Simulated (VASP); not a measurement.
All values below come from optB88-vdW, VASP's PBE PAW potentials (set 64) (plane waves; VASP).

A VASP calculation is set up with these files.

**INCAR**
```
# general
SYSTEM   = NiSi2
PREC     = Accurate
ENCUT    = 520
LREAL    = .False.
LASPH    = .True.

# electronic loop
EDIFF    = 1E-7
NELM     = 100
ALGO     = Normal
LMAXMIX  = 4

# smearing
ISMEAR   = -5

# functional
GGA      = BO
LUSE_VDW = .True.
AGGAC    = 0.0
PARAM1   = 0.1833333333
PARAM2   = 0.22

# ions
ISIF     = 2

# output
LWAVE    = .False.
LCHARG   = .True.
LORBIT   = 11
NEDOS    = 601

# other
LEFG     = .True.
```

### KPOINTS
```
Automatic mesh
0
gamma
11 11 11
0 0 0
```

POSCAR:
```
NiSi2
1
    0.0000000000     2.7360690691     2.7360690691
    2.7360690691     0.0000000000     2.7360690691
    2.7360690691     2.7360690691     0.0000000000
Si Ni
2 1
Direct
  0.2500000000   0.2500000000   0.2500000000
  0.7500000000   0.7500000000   0.7500000000
  0.0000000000   0.0000000000   0.0000000000
```

POTCAR, in this order: Si Ni (PBE.64 set). Program: vasp_std.

What does the run give for the energy per atom (σ→0), band gap (on the k-mesh)?

- energy per atom (σ→0): -3.917 eV/atom
- band gap (on the k-mesh): none (metal, semimetal or under 0.01 eV)

**OSZICAR**
```
...
DAV:  11    -0.117523916630E+02   -0.43400E-04   -0.77333E-04  2070   0.277E-01    0.489E-02
DAV:  12    -0.117524302700E+02   -0.38607E-04   -0.51381E-05  2041   0.152E-01    0.217E-02
DAV:  13    -0.117524082660E+02    0.22004E-04   -0.15602E-05  1965   0.103E-01    0.512E-03
DAV:  14    -0.117524069712E+02    0.12947E-05   -0.18891E-06  2084   0.147E-02    0.329E-03
DAV:  15    -0.117524083047E+02   -0.13335E-05   -0.19637E-07  1224   0.112E-02    0.914E-04
DAV:  16    -0.117524089253E+02   -0.62064E-06   -0.95351E-08  1058   0.332E-03    0.103E-04
DAV:  17    -0.117524088863E+02    0.39020E-07   -0.20501E-08   913   0.224E-03
   1 F= -.11752409E+02 E0= -.11752409E+02  d E =0.000000E+00
```

The compound is NiSi2 in the fluorite structure. It was relaxed first. The run is not spin-polarised, so no magnetic state was tried.
